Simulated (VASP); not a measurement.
Calculation: AM05 GGA, VASP's PBE PAW potentials (set 64) (plane waves; VASP).

A VASP calculation is set up with these files.

KPOINTS:
```
Automatic
0
Gamma
 10 10 3
0 0 0
```

**POSCAR**
```
C
1.0
  1.2428983600  -2.1527626093   0.0000000000
  1.2428983600   2.1527626093   0.0000000000
  0.0000000000   0.0000000000   8.4041091063
C
4
Direct
  0.0000000000   0.0000000000   0.2500000000
  0.0000000000   0.0000000000   0.7500000000
  0.3333330000   0.6666670000   0.2500000000
  0.6666670000   0.3333330000   0.7500000000
```

**INCAR**
```
SYSTEM = C
PREC = Accurate; ENCUT = 520; LREAL = F
LASPH = T
EDIFF = 1E-7; NELM = 100; ALGO = Normal
ISMEAR = 0; SIGMA = 0.05
GGA = AM
IBRION = 2; NSW = 30; ISIF = 4
EDIFFG = -0.01
LWAVE = F; LCHARG = F
```

POTCAR, in this order: C (PBE.64 set). Program: vasp_std.

Without a dispersion term in the relaxation, distances and binding between the weakly bound layers, chains or molecules are unreliable, and so is what depends on them.

**Question.** What does the run give for the energy per atom (σ→0)?

**Answer.** 
energy per atom (σ→0): -9.506 eV/atom

File OSZICAR:
```
...
DAV:   1    -0.380251427033E+02   -0.83316E-03   -0.25580E-02   672   0.136E+00    0.952E-02
DAV:   2    -0.380247207394E+02    0.42196E-03   -0.49981E-04   716   0.177E-01    0.557E-02
DAV:   3    -0.380245087784E+02    0.21196E-03   -0.63144E-04   784   0.174E-01    0.161E-02
DAV:   4    -0.380245115764E+02   -0.27981E-05   -0.22058E-05   736   0.369E-02    0.586E-03
DAV:   5    -0.380245114556E+02    0.12079E-06   -0.30808E-06   764   0.141E-02    0.145E-03
DAV:   6    -0.380245116441E+02   -0.18843E-06   -0.32683E-07   792   0.427E-03    0.139E-03
DAV:   7    -0.380245117196E+02   -0.75574E-07   -0.12234E-07   600   0.317E-03
   3 F= -.38024512E+02 E0= -.38024512E+02  d E =-.288774E-01
```

The compound is C in the graphite structure. This cell is one point of a volume scan, at 1.03 of the reference volume. Symmetry was kept, so distortions that lower it aren't found.
